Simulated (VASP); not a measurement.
Data:

```
Al2Au
1.0
    0.00000     2.99963     2.99963
    2.99963     0.00000     2.99963
    2.99963     2.99963     0.00000
Al Au
2 1
Cartesian
  1.49981   1.49981   1.49981
  4.49944   4.49944   4.49944
  0.00000   0.00000   0.00000
```

The numbers are results of PBEsol GGA, VASP's PBE PAW potentials (set 64) (plane waves; VASP), not measurements. Run with 500 eV cut-off, 9×9×9 Γ-centred mesh, first-order Methfessel-Paxton smearing of 0.10 eV, potentials Al Au.

Energy and stress use the plane-wave basis of the starting cell.

**Question.** The ions, cell shape and volume at an external pressure of 5.0 GPa are relaxed. Predict the relaxed structure.

**Answer.** 
```
Al2Au
1.0
    0.00000     2.96081     2.96081
    2.96081     0.00000     2.96081
    2.96081     2.96081     0.00000
Al Au
2 1
Cartesian
  1.48040   1.48040   1.48040
  4.44121   4.44121   4.44121
  0.00000   0.00000   0.00000
```
Space group Fm-3m (225), at a tolerance of 0.03 Å.

**Question.** How do energy and volume change from the first to the last step?

**Answer.** The energy (σ→0) changes by +10.2 meV/atom and the volume by -3.8 %, in 3 ionic steps.

The compound is AuAl2 in the fluorite structure. This run relaxes it under an external pressure of 5 GPa. Symmetry was kept, so distortions that lower it aren't found. The electron count is odd and the run is not spin-polarised, which forces a metal.
